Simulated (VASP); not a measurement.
# NaSb2Au (P-3m1) in VASP: a series of runs, part 2 of 2

VASP 6.6.1. Earlier steps stand in the parts before.

### Step 3. Single point, HSE(alpha, omega)

File POSCAR:

```
NaSb2Au
1.0
    4.3573000000      0.0000000000      0.0000000000
   -2.1786500000      3.7735400000      0.0000000000
    0.0000000000      0.0000000000      6.8184700000
Na Sb Au
1 2 1
Direct
    0.0000000000      0.0000000000      0.5000000000
    0.6666700000      0.3333300000      0.8163200000
    0.3333300000      0.6666700000      0.1836800000
    0.0000000000      0.0000000000      0.0000000000
```

File INCAR.step1:

```
PREC     = Accurate       # precision mode
ENCUT    = 520            # plane-wave cutoff, eV
EDIFF    = 1E-5           # SCF threshold, eV
ISMEAR   = -1             # smearing method
SIGMA    = 0.05           # smearing width, eV
LREAL    = False          # projectors in reciprocal space
LASPH    = True           # aspherical terms in the spheres
NELM     = 80             # most SCF steps
ALGO     = Normal         # electronic algorithm
ISIF     = 2              # what is computed and relaxed
LWAVE    = True           # write WAVECAR
LCHARG   = False          # write CHGCAR
NBANDS   = 22             # bands
GGA      = PE             # functional
```

File INCAR.step2:

```
PREC     = Accurate       # precision mode
ENCUT    = 520            # plane-wave cutoff, eV
EDIFF    = 1E-6           # SCF threshold, eV
ISMEAR   = -1             # smearing method
SIGMA    = 0.05           # smearing width, eV
LREAL    = False          # projectors in reciprocal space
LASPH    = True           # aspherical terms in the spheres
NELM     = 80             # most SCF steps
ALGO     = Normal         # electronic algorithm
ISIF     = 2              # what is computed and relaxed
LWAVE    = False          # write WAVECAR
LCHARG   = False          # write CHGCAR
GGA      = PE             # functional
LHFCALC  = True           # exact exchange
HFSCREEN = 0.2            # screening, 1/A
AEXX     = 0.2            # exact-exchange fraction
PRECFOCK = Fast         
NBANDS   = 22             # bands
ISTART   = 1
```

File KPOINTS:

```
regular mesh
0
Gamma
  4 4 2
```

Potentials or basis: VASP PAW PBE potentials, release 64 (Na_pv, Sb, Au).

The run is started by

```console
$ cat potpaw_PBE.64/Na_pv/POTCAR potpaw_PBE.64/Sb/POTCAR potpaw_PBE.64/Au/POTCAR > POTCAR
$ cp INCAR.step1 INCAR
$ mpirun -np 1 vasp_std > vasp.out
$ cp INCAR.step2 INCAR
$ mpirun -np 1 vasp_std > vasp.out
```

OUTCAR:

```text
PREC = Accurate
   ENCUT = 520
   EDIFF = 1E-6
   ISMEAR = -1
   LREAL = False
   LASPH = True
   NELM = 80
   ISIF = 2
   GGA = PE
   LHFCALC = True
   HFSCREEN = 0.2
   AEXX = 0.2
   PRECFOCK = Fast
   ISTART = 1

 ion  position               nearest neighbor table
   1  0.000  0.000  0.500-
   2  0.667  0.333  0.816-   4 2.81   4 2.81   4 2.81   3 3.55   3 3.55   3 3.55
   3  0.333  0.667  0.184-   4 2.81   4 2.81   4 2.81   2 3.55   2 3.55   2 3.55
   4  0.000  0.000  0.000-   2 2.81   3 2.81   2 2.81   3 2.81   2 2.81   3 2.81

  LATTYP: Found a hexagonal cell.
 ALAT       =     4.3573000000
 C/A-ratio  =     1.5648383173

  Lattice vectors:

 A1 = (   4.3573000000,   0.0000000000,   0.0000000000)
 A2 = (  -2.1786500000,   3.7735400000,   0.0000000000)
 A3 = (   0.0000000000,   0.0000000000,   6.8184700000)

Analysis of symmetry for initial positions (statically):
=====================================================================
 Subroutine PRICEL returns:
 Original cell was already a primitive cell.

 Routine SETGRP: Setting up the symmetry group for a
 hexagonal supercell.

 Subroutine GETGRP returns: Found  4 space group operations
 (whereof  4 operations were pure point group operations)
 out of a pool of 24 trial point group operations.

The static configuration has the point symmetry C_2h.

Analysis of symmetry for dynamics (positions and initial velocities):
=====================================================================
 Subroutine PRICEL returns:
 Original cell was already a primitive cell.

 Routine SETGRP: Setting up the symmetry group for a
 hexagonal supercell.

 Subroutine GETGRP returns: Found  4 space group operations
 (whereof  4 operations were pure point group operations)
 out of a pool of 24 trial point group operations.
[... 117 lines left out ...]
  Thomas-Fermi vector in A             =   2.165087
   LORBIT       =      0    0 simple, 1 ext, 2 COOP (PROOUT), +10 PAW based schemes
   GGA     = PE    functional components
   LHFCALC =     T    Hartree Fock is set to
   PRECFOCK=fast      Normal, Fast or Accurate (Low or Medium for compatibility)
   ENCUT4O =  -1.0   cutoff for four orbital integrals eV
   NKREDX  =     1    reduce k-point grid by
   NKREDY  =     1    reduce k-point grid by
   NKREDZ  =     1    reduce k-point grid by
   AEXX    =    0.2000 exact exchange contribution
   HFSCREEN=    0.2000 screening length (either q_TF or 0.3 A-1)
   HFSCREENC=   0.2000 screening length for correlation (either q_TF or 0.3 A-1)
   ENCUTFOCK=  -1.0 apply spherical cutoff to Coloumb kernel
   IVDW    =     0    specifies the selected vdW correction
   LEPSILON=     F    determine dielectric tensor
   LRPA    =     F    only Hartree local field effects (RPA)
 non-spin polarized calculation
  energy-cutoff  :      520.00
  volume of cell :      112.11
 maximum number of plane-waves:      3042
  NGX = 18; NGY = 18; NGZ = 28

 number of electron      27.9999988 magnetization

 Free energy of the ion-electron system (eV)
  ---------------------------------------------------
  ext. energy  EPLUGINS =         0.00000000
  ---------------------------------------------------
  free energy    TOTEN  =       -15.03017819 eV

  energy without entropy =      -15.00231526  energy(sigma->0) =      -15.01624673

 E-fermi :   5.1193     XC(G=0):  -7.8920

 val. band max:        4.8619404378   @ k =   0.2500  -0.0000   0.5000
 cond. band min:       5.1343549159   @ k =  -0.2500   0.2500   0.5000
 fundamental gap:      0.2724144781
 Fermi energy:         5.1193151920

 k-point     1 :       0.0000    0.0000    0.0000
  band No.  band energies     occupation
      1     -21.6119      2.00000
      2     -21.6119      2.00000
      3     -21.6022      2.00000
      4      -7.3502      2.00000
      5      -4.3305      2.00000
      6      -1.6323      2.00000
[... 339 lines left out ...]
     21      12.0681      0.00000
     22      12.0785      0.00000

------------------------ aborting loop because EDIFF is reached ----------------------------------------

  FORCE on cell =-STRESS in cart. coord.  units (eV):
  Direction    XX          YY          ZZ          XY          YZ          ZX
  --------------------------------------------------------------------------------------
  -------------------------------------------------------------------------------------
  Total       -1.5362425     -1.5389544     -0.1722116     -0.0023432     -0.0000810      0.0001404
  in kB      -21.9541697    -21.9929244     -2.4610459     -0.0334868     -0.0011571      0.0020065
  external PRESSURE =     -15.4693800 kB  Pullay stress =       0.0000000 kB

 VOLUME and BASIS-vectors are now :
 -----------------------------------------------------------------------------
  energy-cutoff  :      520.00
  volume of cell :      112.11
      direct lattice vectors                 reciprocal lattice vectors
     4.357300000  0.000000000  0.000000000     0.229499920  0.132501577  0.000000000
    -2.178650000  3.773540000  0.000000000     0.000000000  0.265003154  0.000000000
     0.000000000  0.000000000  6.818470000     0.000000000  0.000000000  0.146660468

 POSITION                                       TOTAL-FORCE (eV/Angst)
 -----------------------------------------------------------------------------------
      0.00000      0.00000      3.40923        -0.000000      0.000000      0.000000
      2.17867      1.25783      5.56605        -0.000075      0.000044      0.199733
     -0.00002      2.51571      1.25242         0.000075     -0.000044     -0.199733
      0.00000      0.00000      0.00000         0.000000      0.000000      0.000000
 -----------------------------------------------------------------------------------
    total drift:                                0.000000     -0.000001     -0.000000

  FREE ENERGIE OF THE ION-ELECTRON SYSTEM (eV)
  ---------------------------------------------------
  free  energy   TOTEN  =       -15.0301781886 eV

  energy  without entropy=      -15.0023152648  energy(sigma->0) =      -15.01624673
```

Wall time 7.2 min (1 thread of Intel Xeon 6975P-C (Granite Rapids), shared host); peak memory 0.36 GiB.

What came out:

```
Free energy            : -15.0302 eV
Pressure               : -1.5 GPa
Largest force          : 0.200 eV/Å
Band gap on the k mesh : none (metal or under the smearing width)
```

Forces on the atoms (eV/Å):
```
Na   0.000  0.000  0.000
Sb   0.000  0.000  0.200
Sb   0.000  0.000 -0.200
Au   0.000  0.000  0.000
```

Levels at points of the mesh, in eV from the Fermi level:
```csv
k point,band 11,band 12,band 13,band 14,band 15,band 16,band 17,band 18
"(0.00, 0.00, 0.00)",-3.51,0.21,0.21,0.87,1.55,1.55,2.69,3.87
"(0.50, 0.00, 0.00)",-4.07,-3.60,-2.45,-1.74,0.52,2.09,2.18,4.17
"(0.50, 0.50, 0.00)",-4.07,-3.60,-2.45,-1.74,0.52,2.09,2.18,4.17
"(0.00, 0.00, 0.50)",-2.26,-1.30,0.14,0.14,1.72,1.72,3.48,3.73
"(0.50, 0.00, 0.50)",-4.32,-4.05,-2.36,-0.70,0.73,1.63,2.91,4.14
"(0.50, 0.50, 0.50)",-4.32,-4.05,-2.36,-0.70,0.73,1.63,2.91,4.14
```

Caveat: the k mesh is coarse (spacing up to 0.46 Å⁻¹), so the values aren't converged, least of all with exact exchange; the PAW data sets were made with another functional, which shifts forces and pressure a little.

### Step 4. Single point, HSE(alpha, omega)

POSCAR is that of step 3.

INCAR.step1 is that of step 3.

Edit INCAR.step2 of step 3 so:

```diff
@@ -15,3 +15,3 @@
 HFSCREEN = 0.2            # screening, 1/A
-AEXX     = 0.2            # exact-exchange fraction
+AEXX     = 0.25           # exact-exchange fraction
 PRECFOCK = Fast
```

KPOINTS is that of step 3.

The run is started by

```console
$ cat potpaw_PBE.64/Na_pv/POTCAR potpaw_PBE.64/Sb/POTCAR potpaw_PBE.64/Au/POTCAR > POTCAR
$ cp INCAR.step1 INCAR
$ mpirun -np 1 vasp_std > vasp.out
$ cp INCAR.step2 INCAR
$ mpirun -np 1 vasp_std > vasp.out
```

It took 8.3 min on 1 thread of Intel Xeon 6975P-C (Granite Rapids), shared host; peak memory 0.37 GiB.

It converged, with:

```yaml
Free_energy: -15.5172 eV
Pressure: -2.0 GPa
Largest_force: 0.269 eV/Å
Band_gap_on_the_k_mesh: none (metal or under the smearing width)
```

Forces on the atoms (eV/Å):
```
Na   0.000  0.000  0.000
Sb   0.000  0.000  0.269
Sb   0.000  0.000 -0.269
Au   0.000  0.000  0.000
```

Stress tensor (GPa, compression positive):
```
-2.80  0.00  0.00
 0.00 -2.80  0.00
 0.00  0.00 -0.53
```

Levels at points of the mesh, in eV from the Fermi level:
| k point | band 11 | band 12 | band 13 | band 14 | band 15 | band 16 | band 17 | band 18 |
| --- | --- | --- | --- | --- | --- | --- | --- | --- |
| (0.00, 0.00, 0.00) | -3.63 | 0.20 | 0.20 | 0.91 | 1.57 | 1.57 | 2.81 | 3.93 |
| (0.50, 0.00, 0.00) | -4.20 | -3.70 | -2.53 | -1.80 | 0.55 | 2.13 | 2.26 | 4.26 |
| (0.50, 0.50, 0.00) | -4.20 | -3.70 | -2.53 | -1.80 | 0.55 | 2.13 | 2.26 | 4.26 |
| (0.00, 0.00, 0.50) | -2.34 | -1.32 | 0.13 | 0.13 | 1.74 | 1.74 | 3.56 | 3.86 |
| (0.50, 0.00, 0.50) | -4.46 | -4.16 | -2.45 | -0.74 | 0.77 | 1.67 | 3.00 | 4.24 |
| (0.50, 0.50, 0.50) | -4.46 | -4.16 | -2.45 | -0.74 | 0.77 | 1.67 | 3.00 | 4.24 |

Caveat: the k mesh is coarse (spacing up to 0.46 Å⁻¹), so the values aren't converged, least of all with exact exchange; the PAW data sets were made with another functional, which shifts forces and pressure a little. Spin-orbit coupling is left out, which matters for the levels of Au, Sb.

### Step 5. The runs side by side

| share of exact exchange | gap on the mesh (eV) | pressure (GPa) | largest force (eV/Å) |
| --- | --- | --- | --- |
| 0.15 | none | -1.1 | 0.14 |
| 0.2 | none | -1.5 | 0.20 |
| 0.25 | none | -2.0 | 0.27 |

Alike in all rows: task single point; level HSE(alpha, omega); potentials or basis VASP PAW PBE potentials, release 64 (Na_pv, Sb, Au); no spin polarisation; cell as given; k mesh 4 × 4 × 2; cutoff (eV) 520; smearing fermi-dirac 0.05 eV; the mesh is coarse, so values aren't converged.

Caveats: all runs use coarse meshes; the PAW data sets were made with another functional, which shifts forces and pressure a little.

Total energies depend on the potentials used, so only differences within one code and one set of settings carry meaning.
